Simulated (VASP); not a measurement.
Computed with r2SCAN meta-GGA, VASP's PBE PAW potentials (set 64) (plane waves; VASP 6.6.1).

Input for VASP

INCAR:
```
ALGO = Normal
EDIFF = 1E-7
ENCUT = 520
ISIF = 2
ISMEAR = -5
LASPH = .TRUE.
LCHARG = .FALSE.
LMAXMIX = 4
LMIXTAU = .TRUE.
LORBIT = 11
LREAL = .FALSE.
LWAVE = .FALSE.
METAGGA = R2SCAN
NEDOS = 601
NELM = 100
PREC = Accurate
SYSTEM = CuI
```

KPOINTS_OPT:
```
k-points along high-symmetry lines
10
Line-mode
Reciprocal
  0.000000   0.000000   0.000000 ! GAMMA
 -0.500000  -0.500000   0.000000 ! X

 -0.500000  -0.500000   0.000000 ! X
 -0.375000  -0.375000   0.250000 ! U

 -0.375000  -0.000000   0.375000 ! K
  0.000000   0.000000   0.000000 ! GAMMA

  0.000000   0.000000   0.000000 ! GAMMA
 -0.000000  -0.000000   0.500000 ! L

 -0.000000  -0.000000   0.500000 ! L
 -0.500000  -0.250000   0.250000 ! W

 -0.500000  -0.250000   0.250000 ! W
 -0.500000  -0.500000   0.000000 ! X
```

KPOINTS:
```
Automatic mesh
0
Gamma
9 9 9
0 0 0
```

POSCAR:
```
CuI
4.2579080
  0.0000000000   0.7071067588   0.7071067588
  0.7071067588   0.0000000000   0.7071067588
  0.7071067588   0.7071067588   0.0000000000
Cu I
1 1
Cartesian
  0.0000000000   0.0000000000   0.0000000000
  0.3535533794   0.3535533794   0.3535533794
```

POTCAR, in this order: Cu I (PBE.64 set). Program: vasp_std.

Output of the run:

File OSZICAR:
```
       N       E                     dE             d eps       ncg     rms          rms(c)
DAV:   1     0.759960440386E+02    0.75996E+02   -0.83138E+03   910   0.156E+03
DAV:   2    -0.310931960987E+02   -0.10709E+03   -0.10165E+03   930   0.275E+02
DAV:   3    -0.388428925039E+02   -0.77497E+01   -0.76430E+01  1205   0.851E+01
DAV:   4    -0.390855410572E+02   -0.24265E+00   -0.24252E+00  1052   0.137E+01
DAV:   5    -0.390941943595E+02   -0.86533E-02   -0.86520E-02  1359   0.272E+00    0.598E+00
DAV:   6    -0.360918567591E+02    0.30023E+01   -0.87166E+00   915   0.828E+01    0.486E+00
DAV:   7    -0.357996335943E+02    0.29222E+00   -0.15499E+00  1025   0.478E+01    0.243E+00
DAV:   8    -0.358134392723E+02   -0.13806E-01   -0.58716E-01  1033   0.220E+01    0.141E+00
DAV:   9    -0.357300101581E+02    0.83429E-01   -0.20493E-01  1161   0.123E+01    0.229E-01
DAV:  10    -0.357953737164E+02   -0.65364E-01   -0.26490E-02   910   0.174E+00    0.112E-01
DAV:  11    -0.357955344186E+02   -0.16070E-03   -0.58332E-04  1181   0.280E-01    0.610E-02
DAV:  12    -0.357952004714E+02    0.33395E-03   -0.10351E-03  1085   0.102E+00    0.820E-02
DAV:  13    -0.357955907028E+02   -0.39023E-03   -0.87779E-04  1075   0.921E-01    0.141E-02
DAV:  14    -0.357955793667E+02    0.11336E-04   -0.27934E-05   943   0.638E-02    0.916E-03
DAV:  15    -0.357955995444E+02   -0.20178E-04   -0.27149E-05  1074   0.119E-01    0.235E-03
DAV:  16    -0.357955999158E+02   -0.37139E-06   -0.17694E-06  1420   0.226E-02    0.197E-03
DAV:  17    -0.357956005598E+02   -0.64398E-06   -0.40454E-07   960   0.120E-02    0.112E-03
DAV:  18    -0.357956011487E+02   -0.58885E-06   -0.20418E-07   898   0.786E-03    0.993E-04
DAV:  19    -0.357956012123E+02   -0.63681E-07   -0.12058E-07   666   0.655E-03
   1 F= -.35795601E+02 E0= -.35795601E+02  d E =0.000000E+00
       N       E                     dE             ncg
       N       E                     dE             ncg
```

### OUTCAR
```
------------------------ aborting loop because EDIFF is reached ----------------------------------------
  FORCE on cell =-STRESS in cart. coord.  units (eV):
  Direction    XX          YY          ZZ          XY          YZ          ZX
  --------------------------------------------------------------------------------------
  Total       -0.0013379     -0.0013379     -0.0013379      0.0000000     -0.0000000      0.0000000
  in kB       -0.0392691     -0.0392691     -0.0392691      0.0000000     -0.0000000      0.0000000
  external PRESSURE =      -0.0392691 kB  Pullay stress =       0.0000000 kB
  volume of cell :       54.59
      direct lattice vectors                 reciprocal lattice vectors
     0.000000000  3.010795525  3.010795525    -0.166069066  0.166069066  0.166069066
     3.010795525  0.000000000  3.010795525     0.166069066 -0.166069066  0.166069066
     3.010795525  3.010795525  0.000000000     0.166069066  0.166069066 -0.166069066
  FREE ENERGIE OF THE ION-ELECTRON SYSTEM (eV)
  ---------------------------------------------------
  free  energy   TOTEN  =       -35.7956012123 eV

  energy  without entropy=      -35.7956012123  energy(sigma->0) =      -35.79560121

 total charge

# of ion       s       p       d       tot
------------------------------------------
    1        0.325   0.280   9.362   9.966
    2        1.491   2.817   0.056   4.364
--------------------------------------------------
tot          1.816   3.096   9.418  14.330
```
(Selected blocks of OUTCAR.)

The compound is CuI in the zinc blende structure. It was relaxed first.
